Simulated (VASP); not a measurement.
Level of theory: LDA (Ceperley-Alder, Perdew-Zunger), VASP's LDA PAW potentials (set 64) (plane waves; VASP).

VASP ran on this input.

KPOINTS:
```
K-points
0
G
 7 7 7
```

### POSCAR
```
CdS
1
    0.0000000000     2.9429550000     2.9429550000
    2.9429550000     0.0000000000     2.9429550000
    2.9429550000     2.9429550000     0.0000000000
Cd S
1 1
Direct
  0.0000000000   0.0000000000   0.0000000000
  0.2500000000   0.2500000000   0.2500000000
```

### INCAR
```
ALGO  =  Normal
EDIFF  =  1E-6
EDIFFG  =  -0.01
ENCUT  =  400
IBRION  =  2
ISIF  =  3
ISMEAR  =  0
LASPH  =  T
LCHARG  =  F
LMAXMIX  =  4
LREAL  =  F
LWAVE  =  F
NELM  =  100
NSW  =  60
PREC  =  Accurate
SIGMA  =  0.05
SYSTEM  =  CdS
```

POTCAR, in this order: Cd S (LDA.64 set). Program: vasp_std.

What VASP printed:

### OSZICAR
```
       N       E                     dE             d eps       ncg     rms          rms(c)
DAV:   1     0.930830526067E+02    0.93083E+02   -0.81024E+03   536   0.103E+03
DAV:   2    -0.389060549436E+01   -0.96974E+02   -0.93781E+02   585   0.275E+02
DAV:   3    -0.786342437846E+01   -0.39728E+01   -0.39589E+01   635   0.587E+01
DAV:   4    -0.788999652322E+01   -0.26572E-01   -0.26569E-01   585   0.470E+00
DAV:   5    -0.789037192888E+01   -0.37541E-03   -0.37540E-03   610   0.532E-01    0.792E+00
DAV:   6    -0.740326264959E+01    0.48711E+00   -0.98893E-01   747   0.140E+01    0.623E+00
DAV:   7    -0.737772196024E+01    0.25541E-01   -0.15783E-01   545   0.333E+00    0.302E+00
DAV:   8    -0.737204441683E+01    0.56775E-02   -0.17932E-02   565   0.196E+00    0.227E-01
DAV:   9    -0.737158844679E+01    0.45597E-03   -0.23155E-03   595   0.807E-01    0.595E-02
DAV:  10    -0.737158642252E+01    0.20243E-05   -0.18664E-04   570   0.158E-01    0.662E-02
DAV:  11    -0.737159883598E+01   -0.12413E-04   -0.39336E-05   570   0.772E-02    0.164E-02
DAV:  12    -0.737159258103E+01    0.62550E-05   -0.25096E-05   729   0.725E-02    0.475E-03
DAV:  13    -0.737159273431E+01   -0.15328E-06   -0.14201E-06   416   0.104E-02
   1 F= -.73715927E+01 E0= -.73715927E+01  d E =-.737159E+01
       N       E                     dE             d eps       ncg     rms          rms(c)
DAV:   1    -0.890736866123E+01   -0.15358E+01   -0.28703E+01   580   0.732E+01    0.845E+00
DAV:   2    -0.750603920297E+01    0.14013E+01   -0.41320E+00   595   0.376E+01    0.264E+00
DAV:   3    -0.741523705621E+01    0.90802E-01   -0.35802E-01   530   0.586E+00    0.200E+00
DAV:   4    -0.740627132101E+01    0.89657E-02   -0.14872E-02   535   0.142E+00    0.856E-01
DAV:   5    -0.740415069522E+01    0.21206E-02   -0.16296E-03   615   0.686E-01    0.389E-01
DAV:   6    -0.740401899380E+01    0.13170E-03   -0.84433E-04   530   0.311E-01    0.699E-02
DAV:   7    -0.740401426627E+01    0.47275E-05   -0.44346E-05   640   0.104E-01    0.252E-02
DAV:   8    -0.740401230074E+01    0.19655E-05   -0.86858E-06   535   0.521E-02    0.601E-03
DAV:   9    -0.740401233043E+01   -0.29688E-07   -0.51309E-07   265   0.802E-03
   2 F= -.74040123E+01 E0= -.74040123E+01  d E =-.324196E-01
       N       E                     dE             d eps       ncg     rms          rms(c)
DAV:   1    -0.753538014856E+01   -0.13137E+00   -0.25328E+00   560   0.232E+01    0.282E+00
DAV:   2    -0.742427445744E+01    0.11111E+00   -0.27889E-01   575   0.901E+00    0.107E+00
DAV:   3    -0.741330072595E+01    0.10974E-01   -0.29777E-02   575   0.220E+00    0.907E-01
DAV:   4    -0.741194825583E+01    0.13525E-02   -0.17460E-03   520   0.451E-01    0.176E-01
DAV:   5    -0.741181931074E+01    0.12895E-03   -0.38480E-04   635   0.343E-01    0.388E-02
DAV:   6    -0.741181915040E+01    0.16034E-06   -0.47299E-05   520   0.911E-02    0.260E-02
DAV:   7    -0.741181992701E+01   -0.77661E-06   -0.13047E-06   280   0.101E-02
   3 F= -.74118199E+01 E0= -.74118199E+01  d E =-.402272E-01
```

OUTCAR:
```
------------------------ aborting loop because EDIFF is reached ----------------------------------------
  FORCE on cell =-STRESS in cart. coord.  units (eV):
  Direction    XX          YY          ZZ          XY          YZ          ZX
  --------------------------------------------------------------------------------------
  Total       -0.0106705     -0.0106705     -0.0106705      0.0000000      0.0000000     -0.0000000
  in kB       -0.3573512     -0.3573512     -0.3573512      0.0000000      0.0000000     -0.0000000
  external PRESSURE =      -0.3573512 kB  Pullay stress =       0.0000000 kB
  volume of cell :       47.84
      direct lattice vectors                 reciprocal lattice vectors
     0.000000000  2.881312405  2.881312405    -0.173532033  0.173532033  0.173532033
     2.881312405  0.000000000  2.881312405     0.173532033 -0.173532033  0.173532033
     2.881312405  2.881312405  0.000000000     0.173532033  0.173532033 -0.173532033
  FREE ENERGIE OF THE ION-ELECTRON SYSTEM (eV)
  ---------------------------------------------------
  free  energy   TOTEN  =        -7.4118199270 eV

  energy  without entropy=       -7.4118199270  energy(sigma->0) =       -7.41181993

 reached required accuracy - stopping structural energy minimisation
```
(Selected blocks of OUTCAR.)

### CONTCAR
```
CdS
   1.00000000000000
     0.0000000000000000    2.8813124051469532    2.8813124051469532
     2.8813124051469532    0.0000000000000000    2.8813124051469532
     2.8813124051469532    2.8813124051469532    0.0000000000000000
  Cd              S
     1     1
Direct
     0.0000000000000000    0.0000000000000000    0.0000000000000000
     0.2500000000000000    0.2500000000000000    0.2500000000000000
```

### OUTCAR
```
 val. band max:        1.4556683340   @ k =   0.0000   0.0000   0.0000

 cond. band min:       2.4244190142   @ k =   0.0000   0.0000   0.0000


 Fermi energy:         1.7290431040

 k-point     1 :       0.0000    0.0000    0.0000
  band No.  band energies     occupation
      1     -11.1349      2.00000
      2      -6.4681      2.00000
      3      -6.4681      2.00000
      4      -6.4681      2.00000
      5      -5.9321      2.00000
      6      -5.9321      2.00000
      7       1.4557      2.00000
      8       1.4557      2.00000
      9       1.4557      2.00000
     10       2.4244      0.00000
     11       7.8043      0.00000
     12       7.8043      0.00000
     13       7.8043      0.00000

 k-point     2 :       0.1429    0.0000    0.0000
  band No.  band energies     occupation
      1     -11.0451      2.00000
      2      -6.4361      2.00000
      3      -6.4361      2.00000
      4      -6.3972      2.00000
      5      -5.9331      2.00000
      6      -5.9331      2.00000
      7       0.1257      2.00000
      8       1.2835      2.00000
      9       1.2835      2.00000
     10       3.4613      0.00000
     11       7.5048      0.00000
     12       8.0697      0.00000
     13       8.0697      0.00000

 k-point     3 :       0.2857    0.0000    0.0000
  band No.  band energies     occupation
      1     -10.8417      2.00000
      2      -6.3744      2.00000
      3      -6.3744      2.00000
      4      -6.1218      2.00000
      5      -5.9224      2.00000
      6      -5.9224      2.00000
      7      -1.6424      2.00000
      8       0.9293      2.00000
      9       0.9293      2.00000
     10       4.1982      0.00000
     11       7.7499      0.00000
     12       8.3751      0.00000
     13       8.3751      0.00000

 k-point     4 :       0.4286    0.0000    0.0000
  band No.  band energies     occupation
      1     -10.6792      2.00000
      2      -6.3392      2.00000
      3      -6.3392      2.00000
...
```

Energy and stress use the plane-wave basis of the starting cell.

The structure comes from a computed database's CdS entry (F-43m); how it stands against other phases isn't given here. This run relaxes it. Symmetry was kept, so distortions that lower it aren't found.
